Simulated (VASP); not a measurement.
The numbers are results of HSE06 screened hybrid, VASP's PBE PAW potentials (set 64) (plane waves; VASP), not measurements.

Input for VASP

### INCAR
```
# general
SYSTEM   = BSi63
PREC     = Normal
ENCUT    = 400   # plane-wave cut-off (eV)
LREAL    = Auto   # projection in real space or not
LASPH    = T
ISYM     = 0
NELECT   = 256.0

# electronic loop
EDIFF    = 1E-5
NELM     = 50   # most electronic steps
NELMIN   = 4
ALGO     = Normal   # blocked Davidson

# smearing
ISMEAR   = 0
SIGMA    = 0.05

# functional
GGA      = PE
LHFCALC  = T
AEXX     = 0.25
HFSCREEN = 0.2   # 1/Angstrom
PRECFOCK = Fast

# ions
ISIF     = 0

# output
LWAVE    = F
LCHARG   = F
```

File POSCAR:
```
BSi63
1
   10.9370747000     0.0000000000     0.0000000000
    0.0000000000    10.9370747000     0.0000000000
    0.0000000000     0.0000000000    10.9370747000
Si B
63 1
Direct
  0.4999639607   0.9997309214   0.9997114154
  0.6243322890   0.1265361948   0.1266299491
  0.7496440185   0.2502018313   0.0001076802
  0.8731312034   0.3755043956   0.1267341322
  0.7495443856   0.9999378271   0.2502712394
  0.8729117267   0.1267111191   0.3755482581
  0.0000013353   0.9999951142   0.9999899462
  0.1250306199   0.1249666916   0.1250209967
  0.2502484596   0.2501637543   0.9996654710
  0.3748927060   0.3748444578   0.1257333170
  0.4999772847   0.4999995962   0.9998501978
  0.6249674205   0.6248983533   0.1260492733
  0.7496663338   0.7495827841   0.9998835015
  0.8749691193   0.8749129844   0.1249951024
  0.2501880665   0.9995236354   0.2501712224
  0.3748379269   0.1256180103   0.3748164707
  0.5009974138   0.2541145058   0.2542053626
  0.6105420803   0.3887336013   0.3888361394
  0.7453789200   0.4984900694   0.2544330823
  0.8738299776   0.6248059494   0.3748753973
  0.4999948665   0.9997913824   0.4999780864
  0.6251177513   0.1257241077   0.6250636975
  0.7453259049   0.2543931271   0.4987230103
  0.8739781753   0.3748328353   0.6249159089
  0.7497860549   0.9995986481   0.7497019119
  0.8749578522   0.1249547855   0.8749326515
  0.9998281531   0.4999262031   0.9996802191
  0.1266570057   0.6242959239   0.1265131531
  0.2503237619   0.7494989908   0.9999280288
  0.3755778523   0.8729377149   0.1266277683
  0.9996912984   0.2501382769   0.2502800982
  0.1257857461   0.3748056228   0.3749220244
  0.2541689101   0.5009337169   0.2541727475
  0.3887540110   0.6105090225   0.3888240994
  0.4985783717   0.7453095383   0.2544353288
  0.6248621977   0.8736861181   0.3749726525
  0.9997633646   0.9998555331   0.4999109122
  0.1267723008   0.1265611081   0.6243061376
  0.2543717765   0.2541821127   0.5010267971
  0.3891535630   0.3886864945   0.6105273269
  0.6107646146   0.6104526117   0.6104979634
  0.7454739385   0.7453041346   0.5011831154
  0.8731954941   0.8729247187   0.6243546280
  0.2503462467   0.9999074784   0.7495557111
  0.3755914743   0.1266620837   0.8729996270
  0.4988267696   0.2543017273   0.7454015519
  0.6249848438   0.3748987880   0.8739477047
  0.7454260492   0.5010560891   0.7453442235
  0.8729918334   0.6243203476   0.8730322618
  0.0000524560   0.7495055227   0.2502090549
  0.1266281686   0.8729973090   0.3755671983
  0.9999347916   0.4999447025   0.4999737204
  0.1261033568   0.6248223214   0.6250290891
  0.2543761539   0.7453421864   0.4986326118
  0.3750607394   0.8736458077   0.6248883587
  0.0001492353   0.2501431004   0.7495708258
  0.1268042007   0.3754969737   0.8729836389
  0.2545979529   0.4984087384   0.7452632726
  0.3749926260   0.6247966509   0.8736399599
  0.5013650547   0.7451873617   0.7452629588
  0.6244104053   0.8728728631   0.8730181598
  0.9999057825   0.7495276414   0.7496978394
  0.1250144828   0.8749068855   0.8749500650
  0.4997551635   0.4997028968   0.4996407442
```

KPOINTS:
```
Automatic mesh
0
Gamma
1 1 1
0 0 0
```

POTCAR, in this order: Si B (PBE.64 set). Program: vasp_gam. Read from the step before: WAVECAR.

What VASP printed:

File OSZICAR:
```
       N       E                     dE             d eps       ncg     rms          rms(c)
DAV:   1    -0.391415864869E+03   -0.39142E+03   -0.12753E+01   322   0.806E+00    0.192E+01
DAV:   2    -0.391514613758E+03   -0.98749E-01   -0.30507E-01   348   0.119E+00    0.125E+01
DAV:   3    -0.391501674983E+03    0.12939E-01   -0.11394E-02   363   0.207E-01    0.747E+00
DAV:   4    -0.391495484105E+03    0.61909E-02   -0.19861E-03   347   0.933E-02    0.431E+00
DAV:   5    -0.391493333236E+03    0.21509E-02   -0.62656E-04   339   0.516E-02    0.247E+00
DAV:   6    -0.391492578615E+03    0.75462E-03   -0.20682E-04   347   0.304E-02    0.141E+00
DAV:   7    -0.391492339887E+03    0.23873E-03   -0.78054E-05   339   0.186E-02    0.802E-01
DAV:   8    -0.391492260466E+03    0.79421E-04   -0.28342E-05   219   0.114E-02    0.459E-01
DAV:   9    -0.391492238437E+03    0.22029E-04   -0.12754E-05   179   0.786E-03    0.259E-01
DAV:  10    -0.391492234294E+03    0.41435E-05   -0.44344E-06   179   0.472E-03
   1 F= -.39149223E+03 E0= -.39149223E+03  d E =-.126736E-10
```

### OUTCAR
```
------------------------ aborting loop because EDIFF is reached ----------------------------------------
  volume of cell :     1308.29
      direct lattice vectors                 reciprocal lattice vectors
    10.937074700  0.000000000  0.000000000     0.091432127  0.000000000  0.000000000
     0.000000000 10.937074700  0.000000000     0.000000000  0.091432127  0.000000000
     0.000000000  0.000000000 10.937074700     0.000000000  0.000000000  0.091432127
 POSITION                                       TOTAL-FORCE (eV/Angst)
 -----------------------------------------------------------------------------------
      5.46814     10.93413     10.93392        -0.001891     -0.001788      0.003646
      6.82837      1.38394      1.38496         0.007029      0.007451      0.005481
      8.19891      2.73648      0.00118         0.001500     -0.004357     -0.000455
      9.54950      4.10692      1.38610        -0.001269     -0.012563      0.000762
      8.19782     10.93639      2.73724         0.001440      0.000180     -0.002579
      9.54710      1.38585      4.10740         0.001145      0.001116     -0.010011
      0.00001     10.93702     10.93696        -0.000223     -0.005032     -0.001323
      1.36747      1.36677      1.36736         0.000358      0.000442      0.000775
      2.73699      2.73606     10.93342        -0.002158     -0.002575      0.000769
      4.10023      4.09970      1.37515         0.002946      0.000360      0.004749
      5.46829      5.46853     10.93544        -0.000639     -0.006820     -0.004758
      6.83532      6.83456      1.37861        -0.003059     -0.003506     -0.008080
      8.19916      8.19824     10.93580         0.001474      0.002048     -0.003445
      9.56960      9.56899      1.36708        -0.003607     -0.002738      0.001061
      2.73633     10.93186      2.73614        -0.001053      0.002948     -0.003070
      4.09963      1.37389      4.09940         0.008289      0.006822      0.003921
      5.47945      2.77927      2.78026        -0.026165     -0.002379     -0.003636
      6.67754      4.25161      4.25273         0.053071     -0.039011     -0.040594
      8.15226      5.45202      2.78275         0.002540      0.025161     -0.006053
      9.55714      6.83355      4.10004         0.008009     -0.001458      0.004055
      5.46848     10.93479      5.46830        -0.002250     -0.006785     -0.002457
      6.83696      1.37505      6.83637        -0.008335      0.005075     -0.007714
      8.15169      2.78232      5.45457         0.006810     -0.009133      0.022162
      9.55876      4.09957      6.83475        -0.002360      0.002361     -0.002088
      8.20047     10.93269      8.19955         0.001210      0.001762      0.001391
      9.56948      1.36664      9.56920        -0.001867      0.000704     -0.003042
     10.93520      5.46773     10.93358         0.001963     -0.006546      0.003502
      1.38526      6.82797      1.38368         0.008353      0.005070      0.012127
      2.73781      8.19733     10.93629        -0.003770      0.001813      0.000759
      4.10772      9.54738      1.38494        -0.010919     -0.000436      0.005420
     10.93370      2.73578      2.73733         0.001007     -0.000736     -0.005462
      1.37573      4.09928      4.10055         0.006660      0.001196     -0.000111
      2.77986      5.47875      2.77991        -0.000936     -0.024014     -0.002453
      4.25183      6.67718      4.25260        -0.039234      0.053196     -0.041846
      5.45299      8.15151      2.78278         0.025639     -0.000812     -0.004643
      6.83416      9.55557      4.10110         0.001064      0.007281     -0.000050
     10.93449     10.93549      5.46756         0.001448     -0.001769     -0.002906
      1.38652      1.38421      6.82808         0.003299      0.005911      0.005752
      2.78208      2.78001      5.47977        -0.006147     -0.005230     -0.024949
      4.25620      4.25109      6.67738        -0.051198     -0.037623      0.052370
      6.67998      6.67657      6.67706         0.048647      0.054868      0.056159
      8.15330      8.15145      5.48148         0.001668     -0.000441     -0.025847
      9.55020      9.54724      6.82861        -0.006259     -0.003694      0.011343
      2.73806     10.93606      8.19795        -0.003494      0.001997      0.001241
      4.10787      1.38531      9.54806        -0.013659      0.003437     -0.005087
      5.45571      2.78132      8.15251         0.022457     -0.007103      0.004985
      6.83551      4.10030      9.55843        -0.003424     -0.001893     -0.002587
      8.15278      5.48009      8.15189         0.004807     -0.023589      0.004987
      9.54798      6.82824      9.54842        -0.002317      0.009314     -0.007971
      0.00057      8.19740      2.73656         0.000726      0.002138     -0.003283
      1.38494      9.54804      4.10761         0.006360     -0.004738     -0.013322
     10.93636      5.46793      5.46825         0.001151     -0.002595     -0.001745
      1.37920      6.83373      6.83599        -0.010550     -0.001328     -0.008661
      2.78213      8.15186      5.45358        -0.001266     -0.001816      0.024841
      4.10207      9.55513      6.83445        -0.003327      0.007716     -0.002941
      0.00163      2.73583      8.19811        -0.000031     -0.002017      0.003027
      1.38687      4.10684      9.54789         0.000993     -0.014761     -0.001405
      2.78456      5.45113      8.15100        -0.007719      0.026355      0.005121
      4.10132      6.83345      9.55507         0.001844     -0.000698      0.011403
      5.48347      8.15017      8.15100        -0.028123      0.004558      0.005801
      6.82922      9.54668      9.54826         0.009673     -0.001371     -0.002736
     10.93604      8.19764      8.19950        -0.003285      0.004058     -0.000500
      1.36729      9.56892      9.56939         0.001618     -0.002446     -0.003582
      5.46586      5.46529      5.46461         0.005336     -0.001536      0.003783
 -----------------------------------------------------------------------------------
    total drift:                                0.004466      0.029057      0.025545
  FREE ENERGIE OF THE ION-ELECTRON SYSTEM (eV)
  ---------------------------------------------------
  free  energy   TOTEN  =      -391.4922342939 eV

  energy  without entropy=     -391.4922342939  energy(sigma->0) =     -391.49223429

  exchange ACFDT corr.  =         0.00000000  see jH, gK, PRB 81, 115126
```
(Selected blocks of OUTCAR.)

The cell is charged, with a uniform compensating background. The supercell is sampled at Γ alone, which is coarse: total energies, pressure and levels can be off, energies of defects by several tenths of an eV.

The cell is a supercell with a defect, built from Si (diamond): B_Si, charge -1. The cell's shape comes from a PBE relaxation. The run is not spin-polarised, so no state with unpaired spins was tried.
